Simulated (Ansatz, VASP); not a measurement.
**One calculation of BiIr, two programs**

```
Ir Bi
1.0
     0.00000    2.65915    2.65915
     2.65915    0.00000    2.65915
     2.65915    2.65915    0.00000
Ir Bi
1 1
Direct
  0.00000 0.00000 0.00000
  0.25000 0.25000 0.25000
```

Change from the starting cell: volume scaled by 0.68, LAPW.

Alike in both runs: task single point; functional PBEsol; k mesh 12 × 12 × 12; occupations fermi-dirac, width 0.1 eV; no spin polarisation.

|  | VASP | Ansatz |
| --- | --- | --- |
| version | VASP 6.6.1 | Ansatz 0.2.0 |
| potentials or method | VASP PAW PBE potentials, release 64 (Ir, Bi_d), cutoff 520 eV | all-electron LAPW, scalar-relativistic |

|  | VASP | Ansatz | Ansatz less VASP |
| --- | --- | --- | --- |
| pressure (GPa) | 97.9 | 96.5 | -1.44 |

Ansatz ran all-electron here, so the differences hold the error of VASP's frozen core and of both bases.

Caveats: the cell as given lies far from equilibrium; so large a pressure means that the cell lies far from this level's equilibrium, or that cutoff or potentials fall short (VASP); the potentials were made for another functional, which shifts forces and pressure (VASP).
